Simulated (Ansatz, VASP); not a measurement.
Given: the input of a run of VASP 6.6.1 on TaSbSe. The cell comes from a database or a generator and needn't be the stable form of this composition.

Contents of INCAR:

```
PREC = Accurate
ENCUT = 600
EDIFF = 1E-6
ISMEAR = -1
SIGMA = 0.05
LREAL = False
LASPH = True
NELM = 80
ALGO = Normal
ISIF = 3
LWAVE = False
LCHARG = False
GGA = RE
IBRION = 2
NSW = 60
EDIFFG = -0.01
```

KPOINTS

```
regular mesh
0
Gamma
  7 7 5
```

The input POSCAR:

```
TaSbSe
1.0
    3.6296100000      0.0000000000      0.0000000000
    0.0000000000      3.6296100000      0.0000000000
    0.0000000000      0.0000000000      5.6345500000
Ta Sb Se
1 1 1
Direct
    0.0000000000      0.0000000000      0.0000000000
    0.0000000000      0.0000000000      0.5000000000
    0.5000000000      0.5000000000      0.0000000000
```

Potentials or basis: VASP PAW PBE potentials, release 64 (Ta_pv, Sb, Se).

Command:

```console
$ cat potpaw_PBE.64/Ta_pv/POTCAR potpaw_PBE.64/Sb/POTCAR potpaw_PBE.64/Se/POTCAR > POTCAR
$ mpirun -np 1 vasp_std > vasp.out
```

Problem. Translate it to Ansatz 0.2.0. Potentials or basis there: Ansatz PAW, cutoff 420 eV.

Solution. As run (cutoffs and basis follow the program's own potentials, and thresholds, step limits or extra output files can differ):

Contents of input.yaml:

```yaml
crystal:
  lattice:
    - [3.62961, 0.0, 0.0]
    - [0.0, 3.62961, 0.0]
    - [0.0, 0.0, 5.63455]
  atoms:
    - { symbol: Ta, position: [0.0, 0.0, 0.0] }
    - { symbol: Sb, position: [0.0, 0.0, 0.5] }
    - { symbol: Se, position: [0.5, 0.5, 0.0] }
hamiltonian:
  xc: revpbe
  pseudopotentials: { kind: paw }
kpoints:
  mp_grid: { grid: [7, 7, 5] }
scf:
  occupations: { method: fermi_dirac, width: 0.05 }
output:
  forces: true
  stress: true
  eigenvalues: true
relax:
  f_tol: 0.01
  max_steps: 40
  cell: { stress_tol: 0.05 }
```

Potentials or basis: Ansatz PAW.

Launch:

```sh
$ ansatz run input.yaml --threads 2 --pin off --max-ram 5632MiB --backend cpu --events-out ev --progress --plain --runs-dir out
```

Both were run:

|  | VASP | Ansatz |
| --- | --- | --- |
| Relaxed volume | 25.10 Å³/atom | 25.09 Å³/atom |
| Relaxed cell | a = 3.647 Å, b = 3.647 Å, c = 5.661 Å, α = 90.00°, β = 90.00°, γ = 90.00° | a = 3.646 Å, b = 3.646 Å, c = 5.663 Å, α = 90.00°, β = 90.00°, γ = 90.00° |
| Space group after relaxing | P4/mmm (No. 123) | P4/mmm (No. 123) |
| Pressure after relaxing | 0.0 GPa | 0.0 GPa |

Ansatz's pressure holds a Pulay term of +0.03 GPa for its cutoff of 420 eV, which the other run lacks.

The potentials hold 22 and 44 valence electrons a cell.

VASP's potentials were made for PBE. Ansatz's potentials were made for PBE.

Where Ansatz's input types no cutoff or centring, it takes its own default and a Γ-centred mesh.

Pressure is positive in compression.
